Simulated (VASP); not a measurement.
A convergence study with VASP on WC (space group no. 187 when undisturbed): a few settings are varied, all else stays as given below, so the limit is that of these other settings. One atom is moved off its site, so that forces are finite.

```
CELL_PARAMETERS angstrom
      1.46227    -2.53274     0.00000
      1.46227     2.53274     0.00000
      0.00000     0.00000     2.85420
ATOMIC_POSITIONS crystal
  W  0.00000 0.00000 0.01752
  C  0.33333 0.66667 0.50000
```

Computed with LDA (Ceperley-Alder, Perdew-Zunger), VASP's LDA PAW potentials (set 64) (plane waves; VASP). The last row used: 400 eV cut-off, 13×13×12 Γ-centred mesh, Gaussian smearing of 0.10 eV, potentials W_sv C.

| setting | E (eV/atom) | pressure (GPa) | largest force (eV/Å) | irreducible k-points |
|---|---|---|---|---|
| EDIFF = 1E-01 | -12.3293 | -12.21 | 0.624 | 217 |
| EDIFF = 1E-02 | -12.3290 | -13.18 | 0.616 | 217 |
| EDIFF = 1E-03 | -12.3290 | -13.14 | 0.616 | 217 |
| EDIFF = 1E-04 | -12.3289 | -15.01 | 0.618 | 217 |
| EDIFF = 1E-05 | -12.3289 | -15.01 | 0.618 | 217 |
| EDIFF = 1E-06 | -12.3289 | -14.88 | 0.618 | 217 |
| EDIFF = 1E-07 | -12.3289 | -14.89 | 0.618 | 217 |
| EDIFF = 1E-08 | -12.3289 | -14.89 | 0.618 | 217 |
| EDIFF = 1E-10 | -12.3289 | -14.88 | 0.618 | 217 |

Left out are rungs that failed or repeat a setting and relaxations that didn't move; long series are thinned to 24 rows.

The structure is a typed WC crystal (space group no. 187). The cell was not relaxed at this level, it is distorted from the ideal structure.
